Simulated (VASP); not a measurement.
**PdAu25 (a cell with a defect) (Gold): single point with PBE**

PdAu25 (a cell with a defect) (Gold):

```
CELL_PARAMETERS angstrom
0.00000 6.23717 -6.23717
6.23717 6.23717 0.00000
6.23717 0.00000 -6.23717
ATOMIC_POSITIONS crystal
Pd 0.66667 0.22871 0.66667
Au 0.66667 0.66801 0.66667
Au 0.34336 0.00089 0.66575
Au 0.31943 0.34242 0.65626
Au 0.34517 0.65357 0.66619
Au 0.01390 0.98477 0.67708
Au 0.98816 0.33159 0.66715
Au 0.98997 0.67667 0.66758
Au 0.66575 0.00089 0.34336
Au 0.65626 0.34242 0.31943
Au 0.66619 0.65357 0.34517
Au 0.33333 0.00061 0.33333
Au 0.32700 0.33582 0.32700
Au 0.32750 0.67861 0.32750
Au 0.98418 0.00688 0.34916
Au 0.98709 0.32805 0.34624
Au 0.99686 0.66835 0.33647
Au 0.67708 0.98477 0.01390
Au 0.66715 0.33159 0.98816
Au 0.66758 0.67667 0.98997
Au 0.34916 0.00688 0.98418
Au 0.34624 0.32805 0.98709
Au 0.33647 0.66835 0.99686
Au 0.00583 0.00029 0.00583
Au 0.00000 0.33394 0.00000
Au 0.00633 0.65649 0.00633
```

```
Program                : VASP 6.6.1
Task                   : single point
Functional             : PBE
Potentials or basis    : VASP PAW PBE potentials, release 64 (Pd, Au)
Cutoff                 : 520 eV
k mesh                 : 3 × 3 × 3
Occupations            : gaussian, width 0.1 eV
Spin                   : no spin polarisation
Dipole correction      : no
Further INCAR settings : LREAL = Auto; ALGO = Fast; EDIFF = 1e-06; NBANDS = 162
```

- Pressure: -2.4 GPa
- Largest force: 0.625 eV/Å
- Band gap on the k mesh: none (metal or under the smearing width)

Forces on the atoms (eV/Å):
```
Pd   0.442  0.442  0.000
Au  -0.009 -0.009  0.000
Au  -0.013 -0.041  0.020
Au  -0.038 -0.047 -0.030
Au  -0.006 -0.024  0.002
Au  -0.047 -0.038  0.030
Au  -0.024 -0.006 -0.002
Au  -0.041 -0.013 -0.020
Au  -0.041 -0.013  0.020
Au  -0.047 -0.038 -0.030
Au  -0.024 -0.006  0.002
Au  -0.012 -0.012 -0.006
Au  -0.009 -0.009  0.005
Au  -0.004 -0.004  0.003
Au  -0.025 -0.020  0.000
Au  -0.029  0.036  0.000
Au   0.001 -0.006  0.000
Au  -0.038 -0.047  0.030
Au  -0.006 -0.024 -0.002
Au  -0.013 -0.041 -0.020
Au  -0.020 -0.025  0.000
Au   0.036 -0.029  0.000
Au  -0.006  0.001  0.000
Au  -0.004 -0.004 -0.003
Au  -0.012 -0.012  0.006
Au  -0.009 -0.009 -0.005
```

Stress tensor (GPa, compression positive):
```
-2.49  0.09  0.00
 0.09 -2.49  0.00
 0.00  0.00 -2.13
```

Levels at points of the mesh, in eV from the Fermi level:
```csv
k point,band 138,band 139,band 140,band 141,band 142,band 143,band 144,band 145,band 146,band 147
"(0.00, 0.00, 0.00)",-1.89,-1.87,-1.78,-1.01,-0.95,-0.89,-0.72,-0.69,2.35,2.42
```

Wall time 40 min on 1 thread of Intel(R) Xeon(R) Platinum 8375C CPU @ 2.90GHz (Ice Lake), on a shared host, peak memory 0.94 GiB.

Spin-orbit coupling is left out, which matters for the levels of Au.
